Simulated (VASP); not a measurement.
Here is the system:

```
CELL_PARAMETERS angstrom
      0.00000     5.71083     5.71083
      5.71083     0.00000     5.71083
      5.71083     5.71083     0.00000
ATOMIC_POSITIONS crystal
  Cs 0.75000 0.75000 0.75000
  Cs 0.25000 0.25000 0.25000
  Ag 0.50000 0.50000 0.50000
  Bi 0.00000 0.00000 0.00000
  Br 0.74919 0.25081 0.25081
  Br 0.25081 0.74919 0.74919
  Br 0.25081 0.74919 0.25081
  Br 0.74919 0.25081 0.74919
  Br 0.25081 0.25081 0.74919
  Br 0.74919 0.74919 0.25081
```

All values below come from PBE GGA, VASP's PBE PAW potentials (set 64) (plane waves; VASP 6.6.1). Run with 300 eV cut-off, 3×3×3 Γ-centred mesh, Gaussian smearing of 0.020 eV, potentials Cs_sv Ag Bi_d Br.

**Question.** What does the run give for the energy per atom (σ→0), largest force?

**Answer.** 
The energy per atom (σ→0) is -2961 meV/atom and the largest force comes out as 0.095 eV/Å.

Only differences to runs with the same potentials and settings are physical.

The structure comes from a computed database's Cs2AgBiBr6 entry; how it stands against other phases isn't given here. The cell was not relaxed at this level.
